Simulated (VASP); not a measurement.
A run of VASP 6.6.1:

File INCAR:

```
SYSTEM = Y2CF2
PREC = Accurate
ENCUT = 600
EDIFF = 1E-6
ISMEAR = 0
SIGMA = 0.03
LREAL = .FALSE.
LASPH = .TRUE.
NELM = 80
ALGO = Normal
ISIF = 3
LWAVE = .FALSE.
LCHARG = .FALSE.
GGA = PS
IBRION = 2
NSW = 90
EDIFFG = -0.01
KPAR = 2
```

KPOINTS

```
Automatic mesh
0
G
  9 9 4
  0 0 0
```

Contents of POSCAR:

```
Y2CF2
1.0
    3.6651000000      0.0000000000      0.0000000000
   -1.8325500000      3.1740697100      0.0000000000
    0.0000000000      0.0000000000      6.2969700000
Y C F
2 1 2
Direct
    0.3333333300      0.6666666700      0.2145000000
    0.6666666700      0.3333333300      0.7855000000
    0.0000000000      0.0000000000      0.0000000000
    0.3333333300      0.6666666700      0.6031000000
    0.6666666700      0.3333333300      0.3969000000
```

Potentials or basis: VASP PAW PBE potentials, release 64 (Y_sv, C, F).

Command:

```bash
$ cat potpaw_PBE.64/Y_sv/POTCAR potpaw_PBE.64/C/POTCAR potpaw_PBE.64/F/POTCAR > POTCAR
$ mpirun -np 2 vasp_std > vasp.out
```

Hardware: 2 MPI ranks on Intel(R) Xeon(R) Platinum 8488C (Sapphire Rapids), on a shared host.

Question: How long does it take, and how much memory?

Answer: Run time: 3.5 min on 2 MPI ranks on Intel(R) Xeon(R) Platinum 8488C (Sapphire Rapids), with other jobs on the host, peak memory 0.27 GiB a rank. Counts: scf iterations 65, k points 43, ion steps 9.
